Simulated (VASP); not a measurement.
Write the native input for VASP 6.6.1 that does the following.

```
Task                   : relaxation of cell and atoms
Functional             : PBE
Potentials or basis    : VASP PAW PBE potentials, release 64 (Si, Ru_pv)
Cutoff                 : 600 eV
k mesh                 : 6 × 6 × 4
Occupations            : gaussian, width 0.1 eV
Spin                   : no spin polarisation
Dipole correction      : no
Further INCAR settings : ALGO = Normal; EDIFF = 1e-06; IBRION = 2; EDIFFG = -0.04; NSW = 90; ISIF = 3
```

The structure of Si5Ru lies in POSCAR:

```
Si5Ru
1.0
    4.6002136500      0.0000000000      0.0000000000
   -2.3001068200      3.9839018800      0.0000000000
    0.0000000000      0.0000000000      5.1649038100
Si Ru
5 1
Direct
    0.5000000000      0.0000000000      0.5000000000
    0.0000000000      0.5000000000      0.5000000000
    0.5000000000      0.5000000000      0.5000000000
    0.3333333300      0.6666666700      0.0000000000
    0.6666666700      0.3333333300      0.0000000000
    0.0000000000      0.0000000000      0.0000000000
```

The cell was built by a generator and needn't be a form met in nature.

The cell isn't the ideal one: random cell by space group and Wyckoff sites (P6/mmm, No. 191).

The input as run:

INCAR

```
PREC = Accurate ; ENCUT = 600
EDIFF = 1E-6 ; ISMEAR = 0
SIGMA = 0.1 ; LREAL = F
LASPH = T ; NELM = 60
ALGO = Normal ; ISIF = 3
LWAVE = F ; LCHARG = F
GGA = PE ; IBRION = 2
NSW = 90 ; EDIFFG = -0.04
```

KPOINTS

```
Automatic mesh
0
Gamma
  6 6 4
```

Potentials or basis: VASP PAW PBE potentials, release 64 (Si, Ru_pv).

Run with:

```console
$ cat potpaw_PBE.64/Si/POTCAR potpaw_PBE.64/Ru_pv/POTCAR > POTCAR
$ mpirun -np 1 vasp_std > vasp.out
```

Results of the run:

| Item | Value |
| --- | --- |
| Relaxed volume | 15.12 Å³/atom |
| Relaxed cell | a = 4.712 Å, b = 4.712 Å, c = 4.718 Å, α = 90.00°, β = 90.00°, γ = 120.00° |
| Space group after relaxing (to 0.05 Å) | P6/mmm (No. 191) |
| Energy gained by relaxing | 41.0 meV/atom |
| Ionic steps | 4 |
| Pressure after relaxing | 0.1 GPa |
| Band gap on the k mesh | none (metal or under the smearing width) |

Wall time 2.2 min on 1 thread of Intel(R) Xeon(R) Platinum 8488C (Sapphire Rapids) (shared host), peak memory 0.27 GiB.
